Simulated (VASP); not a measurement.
# BW2 under strain, part 4 of 4

How does the pressure of BW2 answer to a change of volume? The bands are shown for each cell. All runs use LDA. Left out of this account: 1 further run (fields: a reference on another mesh). The start is a cell from a database of measured crystal structures.

VASP 6.6.1; LDA; plane waves and PAW (B, W).

Still holding for the runs below: Spin-orbit coupling is off here; with elements this heavy it splits and shifts levels by tenths of an eV or more.

So far, pressure (GPa): step 2 (bands, cell as listed) -10.3; step 3 (cell volume +4.0 %) -22.0; step 4 (cell volume +8.0 %) -31.5; step 5 (bands, sheared, principal strains -0.9, -0.1, +1.0 %) -10.2; step 6 (cell volume -4.0 %) 4.29.

**7. Bands, volume times 0.92**

The cell is scaled evenly once more. A prediction first. A parabola through the 4 pressures of evenly scaled cells so far, P = -10.24 -328.2 t +675 t² GPa with t = ln(V/V₁) and V₁ the volume at scale 1, gives 21.82 GPa at t = -0.0834.

INCAR reads:

```
SYSTEM = BW2
PREC = Accurate
ENCUT = 420
EDIFF = 1E-06
NELM = 100
ISMEAR = -1
SIGMA = 0.05
LREAL = .FALSE.
ALGO = Normal
GGA = CA
NBANDS = 31
LASPH = .TRUE.
LORBIT = 11
LWAVE = .FALSE.
LCHARG = .FALSE.
KPAR = 4
```

POSCAR reads:

```
BW2
1.0
   -2.7076872922      2.7076872922      2.3069806958
    2.7076872922     -2.7076872922      2.3069806958
    2.7076872922      2.7076872922     -2.3069806958
B W
2 4
Direct
    0.2500000000      0.2500000000      0.0000000000
    0.7500000000      0.7500000000      0.0000000000
    0.6692000000      0.1692000000      0.8384000000
    0.1692000000      0.3308000000      0.5000000000
    0.3308000000      0.8308000000      0.1616000000
    0.8308000000      0.6692000000      0.5000000000
```

KPOINTS reads:

```
Automatic mesh
0
Gamma
8 8 8
0 0 0
```

KPOINTS_OPT reads:

```
Line mode
16
Line-mode
Reciprocal
  0.00000000   0.00000000   0.00000000 GAMMA
  0.00000000   0.00000000   0.50000000 X

  0.00000000   0.00000000   0.50000000 X
 -0.50000000   0.50000000   0.50000000 M

 -0.50000000   0.50000000   0.50000000 M
  0.00000000   0.00000000   0.00000000 GAMMA

  0.00000000   0.00000000   0.00000000 GAMMA
  0.43148090   0.43148090  -0.43148090 Z

  0.43148090   0.43148090  -0.43148090 Z
  0.25000000   0.25000000   0.25000000 P

  0.25000000   0.25000000   0.25000000 P
  0.00000000   0.50000000   0.00000000 N

  0.00000000   0.50000000   0.00000000 N
 -0.43148090   0.56851910   0.43148090 Z1

 -0.43148090   0.56851910   0.43148090 Z1
 -0.50000000   0.50000000   0.50000000 M

  0.00000000   0.00000000   0.50000000 X
  0.25000000   0.25000000   0.25000000 P
```

PAW data sets: B and W (LDA family, release 64).

Started as:

```console
$ mpirun -np 4 vasp_std
```

What it wrote:

```text
[... set-up lines as in an earlier step ...]
 entering main loop
       N       E                     dE             d eps       ncg     rms          rms(c)
DAV:   1     0.605056859184E+02    0.60506E+02   -0.11628E+04  3658   0.742E+02
DAV:   2    -0.731762270677E+02   -0.13368E+03   -0.12411E+03  4342   0.206E+02
DAV:   3    -0.787291659922E+02   -0.55529E+01   -0.53542E+01  4722   0.360E+01
DAV:   4    -0.787804179879E+02   -0.51252E-01   -0.51121E-01  4151   0.355E+00
DAV:   5    -0.787807698965E+02   -0.35191E-03   -0.35174E-03  4732   0.243E-01    0.571E+01
DAV:   6    -0.739170148522E+02    0.48638E+01   -0.57591E+00  4509   0.142E+01    0.237E+01
DAV:   7    -0.733607793219E+02    0.55624E+00   -0.19658E+00  4142   0.613E+00    0.907E+00
DAV:   8    -0.732698747456E+02    0.90905E-01   -0.13522E-01  4605   0.162E+00    0.575E-01
DAV:   9    -0.732651416422E+02    0.47331E-02   -0.13701E-02  4192   0.489E-01    0.449E-01
DAV:  10    -0.732645092597E+02    0.63238E-03   -0.17888E-03  4628   0.181E-01    0.477E-02
DAV:  11    -0.732644778824E+02    0.31377E-04   -0.16314E-04  4258   0.581E-02    0.259E-02
DAV:  12    -0.732644766605E+02    0.12219E-05   -0.98780E-06  4423   0.145E-02    0.509E-03
DAV:  13    -0.732644767813E+02   -0.12073E-06   -0.48309E-07  2760   0.336E-03
   1 F= -.73264477E+02 E0= -.73247673E+02  d E =-.336067E-01
 Start KPOINTS_OPT (optional k-point list driver)
k-point batch [1-59\144]
       N       E                     dE             ncg
DAV:   1     0.165881081271E+05   -0.13666E+05     3658
DAV:   2     0.882688215511E+04   -0.77612E+04     4263
DAV:   3     0.849453678918E+04   -0.33235E+03     4666
DAV:   4     0.849148102692E+04   -0.30558E+01     4220
DAV:   5     0.849145619762E+04   -0.24829E-01     4694
DAV:   6     0.849145574633E+04   -0.45129E-03     4179
DAV:   7     0.849145573355E+04   -0.12780E-04     4265
DAV:   8     0.849145573310E+04   -0.44526E-06     3004
[...]
k-point batch [119-144\144]
       N       E                     dE             ncg
DAV:   1     0.361152438410E+05   -0.14448E+05     1612
DAV:   2     0.326367600792E+05   -0.34785E+04     1926
DAV:   3     0.324941662342E+05   -0.14259E+03     2021
DAV:   4     0.324931115200E+05   -0.10547E+01     1835
DAV:   5     0.324931042751E+05   -0.72449E-02     2035
DAV:   6     0.324931041661E+05   -0.10905E-03     1816
DAV:   7     0.324931041636E+05   -0.24787E-05     1781
DAV:   8     0.324931041635E+05   -0.80909E-07     1334
```

Wall time 26 s (4 MPI ranks of Intel Xeon 6975P-C (Granite Rapids), shared host); peak memory 0.96 GiB; 100 s of CPU time.

From OUTCAR (step 7):

```text
   ENCUT  =  420.0 eV  30.87 Ry    5.56 a.u.   7.47  7.47  7.47*2*pi/ulx,y,z

   NELECT =      30.0000    total number of electrons

 E-fermi :   9.3825

 k-point     1 :       0.0000    0.0000    0.0000
  band No.  band energies     occupation
    ...
     11       5.9410      2.00000
     12       6.4919      2.00000
     13       7.7266      2.00000
     14       8.1153      2.00000
     15       9.3878      0.94658
     16      10.1480      0.00000
     17      10.1480      0.00000
     18      10.9194      0.00000
     19      12.0533      0.00000
     20      12.0533      0.00000
    ...

  Total        9.1614966      9.1614966      9.9001652      0.0000000      0.0000000      0.0000000
  in kB      216.9581860    216.9581860    234.4509825      0.0000000      0.0000000      0.0000000
  external PRESSURE =     222.7891182 kB  Pullay stress =       0.0000000 kB

 POSITION                                       TOTAL-FORCE (eV/Angst)
 -----------------------------------------------------------------------------------
      0.00000      0.00000      1.15349        -0.000000      0.000000      0.000000
      0.00000      0.00000      3.46047        -0.000000      0.000000      0.000000
      0.91628      3.62397      0.00000         0.046172      0.046172      0.000000
      1.79141      0.91628     -0.00000        -0.046172      0.046172      0.000000
      1.79141     -0.91628      2.30698        -0.046172     -0.046172     -0.000000
      0.91628      1.79141      2.30698         0.046172     -0.046172      0.000000
 -----------------------------------------------------------------------------------
    total drift:                               -0.000000      0.000000      0.000000

  FREE ENERGIE OF THE ION-ELECTRON SYSTEM (eV)
  ---------------------------------------------------
  free  energy   TOTEN  =       -73.2644767813 eV

  energy  without entropy=      -73.2308700855  energy(sigma->0) =      -73.24767343

[... 4 parts as in an earlier step ...]

[... 12 further parts left out ...]
```

Numbers from this step:

```yaml
electronic_steps: 13
free_energy_toten: -73.2645 eV
energy_at_zero_smearing: -73.2477 eV
fermi_energy: 9.383 eV
pressure: 22.28 GPa
```

The electronic bands at the labelled points (eV, zero at the Fermi level; # counts the bands kept):

| point | #11 | #12 | #13 | #14 | #15 | #16 | #17 | #18 |
| --- | --- | --- | --- | --- | --- | --- | --- | --- |
| Γ | -2.89 | -1.66 | -1.27 | 0.01 | 0.77 | 0.77 | 1.54 | 2.67 |
| 0.53 of the way | -3.15 | -1.19 | -0.73 | -0.42 | -0.31 | -0.09 | 2.68 | 2.72 |
| X | -2.35 | -1.43 | -0.62 | -0.60 | 0.36 | 0.46 | 0.78 | 3.12 |
| 0.53 of the way | -2.68 | -1.64 | -0.69 | -0.67 | -0.48 | 0.97 | 1.83 | 2.00 |
| M | -2.12 | -2.12 | -1.98 | -1.25 | -0.01 | -0.01 | 0.13 | 1.56 |
| 0.47 of the way | -3.18 | -1.36 | -0.89 | -0.15 | -0.03 | 0.16 | 1.72 | 2.65 |
| Γ | -2.89 | -1.66 | -1.27 | 0.01 | 0.77 | 0.77 | 1.54 | 2.67 |
| 0.47 of the way | -2.55 | -2.08 | -1.48 | 0.31 | 0.40 | 0.40 | 1.02 | 2.39 |
| Z | -2.09 | -2.09 | -1.54 | -0.77 | -0.47 | -0.47 | 0.58 | 0.99 |
| 0.47 of the way | -2.82 | -2.79 | -1.11 | 0.05 | 0.11 | 1.48 | 1.49 | 1.99 |
| P | -3.49 | -2.18 | -2.18 | 0.12 | 0.12 | 1.60 | 1.60 | 2.88 |
| 0.47 of the way | -3.18 | -2.08 | -2.08 | 0.27 | 0.27 | 1.90 | 1.90 | 2.73 |
| N | -3.22 | -1.67 | -1.67 | 0.28 | 0.28 | 2.13 | 2.13 | 2.79 |
| 0.47 of the way | -2.79 | -2.63 | -0.48 | -0.48 | -0.24 | 0.91 | 1.38 | 1.64 |
| Z1 | -2.09 | -2.09 | -1.54 | -0.77 | -0.47 | -0.47 | 0.58 | 0.99 |
| 0.47 of the way | -2.11 | -2.11 | -1.41 | -1.35 | -0.17 | -0.17 | 0.28 | 1.39 |
| M | -2.12 | -2.12 | -1.98 | -1.25 | -0.01 | -0.01 | 0.13 | 1.56 |
| jump to X | -2.35 | -1.43 | -0.62 | -0.60 | 0.36 | 0.46 | 0.78 | 3.12 |
| 0.47 of the way | -2.48 | -2.05 | -1.21 | -0.55 | 0.60 | 0.80 | 1.80 | 2.80 |
| P | -3.49 | -2.18 | -2.18 | 0.12 | 0.12 | 1.60 | 1.60 | 2.88 |

Of the projections kept (B, W), the largest for each band there; the rest of the weight can lie on other orbitals:

| point | #11 | #12 | #13 | #14 | #15 | #16 | #17 | #18 |
| --- | --- | --- | --- | --- | --- | --- | --- | --- |
| Γ | W 1.00 | W 1.00 | W 1.00 | W 1.00 | W 0.99 | W 0.99 | W 1.00 | W 0.95 |
| X | W 0.91 | W 0.96 | W 1.00 | W 1.00 | W 1.00 | W 0.98 | W 1.00 | W 1.00 |
| M | W 0.95 | W 1.00 | W 1.00 | W 1.00 | W 0.90 | W 0.90 | W 1.00 | W 0.81 |
| Γ | W 1.00 | W 1.00 | W 1.00 | W 1.00 | W 0.99 | W 0.99 | W 1.00 | W 0.95 |
| Z | W 0.96 | W 0.96 | W 1.00 | W 1.00 | W 0.87 | W 0.87 | W 1.00 | W 0.80 |
| P | W 0.98 | W 0.87 | W 0.87 | W 0.89 | W 0.89 | W 0.99 | W 0.99 | W 0.99 |

 The pressure is 22.28 GPa. The parabola predicted 21.82 GPa, -0.46 GPa off.

**8. Bands, atoms displaced by up to 0.04 Å**

The atoms are moved off their sites at random, as a crude picture of disorder.

INCAR is that of step 7.

POSCAR reads:

```
BW2
1.0
   -2.7840000000      2.7840000000      2.3720000000
    2.7840000000     -2.7840000000      2.3720000000
    2.7840000000      2.7840000000     -2.3720000000
B W
2 4
Direct
    0.2475380000      0.2445420000      0.0003030000
    0.7502470000      0.7504690000      0.0015310000
    0.6667160000      0.1651080000      0.8391390000
    0.1617340000      0.3232490000      0.4921750000
    0.3330640000      0.8311290000      0.1629370000
    0.8321630000      0.6708380000      0.5046770000
```

KPOINTS is that of step 7.

KPOINTS_OPT is that of step 7.

Started as:

```console
$ mpirun -np 4 vasp_std
```

What it wrote:

```text
[... set-up lines as in an earlier step ...]
 entering main loop
       N       E                     dE             d eps       ncg     rms          rms(c)
DAV:   1     0.526219907401E+02    0.52622E+02   -0.11373E+04 16120   0.734E+02
DAV:   2    -0.733695784735E+02   -0.12599E+03   -0.11659E+03 19212   0.197E+02
DAV:   3    -0.789122238658E+02   -0.55426E+01   -0.53325E+01 20855   0.353E+01
DAV:   4    -0.789710737023E+02   -0.58850E-01   -0.58661E-01 18473   0.373E+00
DAV:   5    -0.789715590549E+02   -0.48535E-03   -0.48513E-03 20792   0.280E-01    0.497E+01
DAV:   6    -0.740427740529E+02    0.49288E+01   -0.64647E+00 20300   0.142E+01    0.195E+01
DAV:   7    -0.735230466554E+02    0.51973E+00   -0.19984E+00 18440   0.611E+00    0.790E+00
DAV:   8    -0.734282011584E+02    0.94845E-01   -0.18496E-01 20419   0.186E+00    0.507E-01
DAV:   9    -0.734234980377E+02    0.47031E-02   -0.15194E-02 18759   0.519E-01    0.393E-01
DAV:  10    -0.734226837834E+02    0.81425E-03   -0.91645E-04 21094   0.159E-01    0.214E-01
DAV:  11    -0.734224961372E+02    0.18765E-03   -0.47615E-04 20007   0.934E-02    0.455E-02
DAV:  12    -0.734224764190E+02    0.19718E-04   -0.64915E-05 18796   0.375E-02    0.109E-02
DAV:  13    -0.734224768025E+02   -0.38344E-06   -0.31704E-06 18212   0.955E-03
   1 F= -.73422477E+02 E0= -.73405535E+02  d E =-.338842E-01
 Start KPOINTS_OPT (optional k-point list driver)
k-point batch [1-144\144]
       N       E                     dE             ncg
DAV:   1     0.428915373021E+05   -0.65107E+05     8928
DAV:   2     0.247466667324E+05   -0.18145E+05    10794
DAV:   3     0.239547299222E+05   -0.79194E+03    11114
DAV:   4     0.239472680268E+05   -0.74619E+01    10209
DAV:   5     0.239472011299E+05   -0.66897E-01    11391
DAV:   6     0.239471997296E+05   -0.14003E-02    10171
DAV:   7     0.239471996856E+05   -0.43995E-04    10267
DAV:   8     0.239471996840E+05   -0.16002E-05     7360
DAV:   9     0.239471996839E+05   -0.12980E-06     7262
```

Wall time 52 s (4 MPI ranks); peak memory 2.5 GiB.

From OUTCAR (step 8):

```text
   NELECT =      30.0000    total number of electrons

 E-fermi :   8.3794

 k-point     1 :       0.0000    0.0000    0.0000
  band No.  band energies     occupation
    ...
     11       5.1608      2.00000
     12       5.6461      2.00000
     13       6.8897      2.00000
     14       7.2929      2.00000
     15       8.3840      0.95398
     16       9.0056      0.00001
     17       9.1690      0.00000
     18       9.7568      0.00000
     19      10.7342      0.00000
     20      10.8046      0.00000
    ...

  Total       -4.5681305     -5.0307191     -4.3495090      0.0570520     -0.1106108     -0.0109649
  in kB      -99.5258627   -109.6042791    -94.7627542      1.2429919     -2.4098771     -0.2388919
  external PRESSURE =    -101.2976320 kB  Pullay stress =       0.0000000 kB

 POSITION                                       TOTAL-FORCE (eV/Angst)
 -----------------------------------------------------------------------------------
     -0.00750      0.00918      1.16650         0.083235     -0.103269      0.184604
      0.00488      0.00364      3.55607        -0.212646     -0.013258     -0.163261
      0.93969      3.73264     -0.01735         0.161105      0.042967      0.225685
      1.81987      0.92056     -0.01706         0.310756      0.627029      0.195215
      1.84023     -0.93300      2.37498        -0.166487     -0.220241     -0.303869
      0.95589      1.85415      2.36802        -0.175963     -0.333227     -0.138374
 -----------------------------------------------------------------------------------
    total drift:                                0.000139     -0.000014     -0.000003

  FREE ENERGIE OF THE ION-ELECTRON SYSTEM (eV)
  ---------------------------------------------------
  free  energy   TOTEN  =       -73.4224768025 eV

  energy  without entropy=      -73.3885926392  energy(sigma->0) =      -73.40553472

[... 5 parts as in an earlier step ...]

[... 12 further parts left out ...]
```

Numbers from this step:

* irreducible k points: 260
* symmetry operations: 1
* free energy (TOTEN): -73.4225 eV
* energy at zero smearing: -73.4055 eV
* Fermi energy: 8.379 eV
* pressure: -10.13 GPa

Electronic bands along the path, in eV, zero at the Fermi level; # counts the bands kept:

| point | #12 | #13 | #14 | #15 | #16 | #17 | #18 | #19 |
| --- | --- | --- | --- | --- | --- | --- | --- | --- |
| Γ | -2.73 | -1.49 | -1.09 | 0.00 | 0.63 | 0.79 | 1.38 | 2.35 |
| 0.53 of the way | -2.95 | -1.09 | -0.61 | -0.39 | -0.19 | -0.09 | 2.37 | 2.41 |
| X | -2.21 | -1.23 | -0.56 | -0.52 | 0.28 | 0.46 | 0.73 | 2.75 |
| 0.47 of the way | -2.39 | -1.36 | -0.66 | -0.50 | -0.33 | 0.58 | 1.94 | 2.01 |
| M | -1.95 | -1.87 | -1.84 | -1.04 | -0.02 | 0.12 | 0.16 | 1.41 |
| 0.47 of the way | -2.95 | -1.20 | -0.82 | -0.16 | -0.01 | 0.13 | 1.59 | 2.44 |
| Γ | -2.73 | -1.49 | -1.09 | 0.00 | 0.63 | 0.79 | 1.38 | 2.35 |
| 0.53 of the way | -2.52 | -1.89 | -1.41 | 0.04 | 0.14 | 0.30 | 0.45 | 2.26 |
| Z | -1.90 | -1.84 | -1.31 | -0.88 | -0.42 | -0.28 | 0.56 | 0.92 |
| 0.47 of the way | -2.58 | -2.49 | -1.07 | -0.02 | 0.17 | 1.27 | 1.40 | 1.75 |
| P | -3.16 | -2.05 | -2.04 | 0.10 | 0.13 | 1.43 | 1.46 | 2.58 |
| 0.47 of the way | -2.82 | -1.99 | -1.98 | 0.20 | 0.29 | 1.65 | 1.72 | 2.41 |
| N | -2.86 | -1.66 | -1.64 | 0.25 | 0.31 | 1.89 | 1.92 | 2.43 |
| 0.53 of the way | -2.49 | -2.24 | -0.67 | -0.50 | -0.13 | 0.69 | 0.91 | 1.41 |
| Z1 | -1.90 | -1.84 | -1.31 | -0.88 | -0.42 | -0.28 | 0.56 | 0.92 |
| 0.47 of the way | -1.93 | -1.84 | -1.42 | -1.13 | -0.16 | -0.02 | 0.29 | 1.26 |
| M | -1.95 | -1.87 | -1.84 | -1.04 | -0.02 | 0.12 | 0.16 | 1.41 |
| jump to X | -2.21 | -1.23 | -0.56 | -0.52 | 0.28 | 0.46 | 0.73 | 2.75 |
| 0.47 of the way | -2.19 | -1.97 | -1.07 | -0.51 | 0.52 | 0.76 | 1.61 | 2.49 |
| P | -3.16 | -2.05 | -2.04 | 0.10 | 0.13 | 1.43 | 1.46 | 2.58 |

Of the projections kept (B, W), the largest for each band there; the rest of the weight can lie on other orbitals:

| point | #12 | #13 | #14 | #15 | #16 | #17 | #18 | #19 |
| --- | --- | --- | --- | --- | --- | --- | --- | --- |
| Γ | W 1.00 | W 1.00 | W 1.00 | W 1.00 | W 0.99 | W 0.99 | W 1.00 | W 0.95 |
| X | W 0.91 | W 0.96 | W 1.00 | W 1.00 | W 0.99 | W 0.99 | W 1.00 | W 1.00 |
| M | W 0.99 | W 0.99 | W 0.96 | W 1.00 | W 0.91 | W 0.90 | W 1.00 | W 0.83 |
| Γ | W 1.00 | W 1.00 | W 1.00 | W 1.00 | W 0.99 | W 0.99 | W 1.00 | W 0.95 |
| Z | W 0.96 | W 0.97 | W 1.00 | W 1.00 | W 0.89 | W 0.88 | W 1.00 | W 0.82 |
| P | W 0.99 | W 0.88 | W 0.88 | W 0.90 | W 0.90 | W 0.99 | W 0.99 | W 0.99 |

Force by atom:

| atom | x (eV/Å) | y (eV/Å) | z (eV/Å) | size |
| --- | --- | --- | --- | --- |
| B1 | 0.083 | -0.103 | 0.185 | 0.227 |
| B2 | -0.213 | -0.013 | -0.163 | 0.268 |
| W3 | 0.161 | 0.043 | 0.226 | 0.281 |
| W4 | 0.311 | 0.627 | 0.195 | 0.727 |
| W5 | -0.166 | -0.220 | -0.304 | 0.411 |
| W6 | -0.176 | -0.333 | -0.138 | 0.401 |

 The pressure is -10.13 GPa, and the symmetry operations fall from 16 to 1.

**9. Side by side**

```
                                         cell   mesh  pressure (GPa)  gap (eV)
                               cell as listed  8×8×8          -10.28      none
                            volume times 1.04  8×8×8          -22.04      none
                            volume times 1.08  8×8×8          -31.51      none
sheared, principal strains -0.9, -0.1, +1.0 %  8×8×8          -10.20      none
                            volume times 0.96  8×8×8            4.29      none
                            volume times 0.92  8×8×8           22.28      none
              atoms displaced by up to 0.04 Å  8×8×8          -10.13      none
```

**10. Summary of results**

```json
{"pressure, cell as listed": "-10.3 GPa", "pressure, volume times 1.04": "-22.0 GPa", "pressure, volume times 1.08": "-31.5 GPa", "pressure, sheared, principal strains -0.9, -0.1, +1.0 %": "-10.2 GPa", "pressure, volume times 0.96": "4.29 GPa", "pressure, volume times 0.92": "22.3 GPa", "pressure, atoms displaced by up to 0.04 Å": "-10.1 GPa", "bulk modulus at the listed volume, shape and positions held": "330 GPa"}
```

The slope of pressure against ln V at the listed volume gives a bulk modulus of 330 GPa at fixed shape and positions, an upper bound since the atoms bear forces (not that of equilibrium, since the cell bears -10.3 GPa there). The atoms were not relaxed in the changed cells. Spin-orbit coupling is left out, and with elements this heavy it would split and shift bands near the Fermi level.

[Lines on the potential files, build, host, timing and source positions are cut from VASP's logs without a mark.]

[Logs are printed without paths, hosts, clocks, repeated set-up lines and the standing remarks that a program may print on its own settings, such as how far it seeks lower states.]

[Hosts, paths, dates, database ids (printed as entryN), source tags and the programs' standing remarks are cut or masked in the printed files.]

[A measured line is paired with the nearest computed mode of its activity, which favours agreement.]

[In band tables of VASP the shares of atoms and orbitals are scaled to a sum of 1 inside the atoms' spheres.]

[Band numbers marked # count the bands kept; in some of these tables VASP's own numbers are higher by 1.]
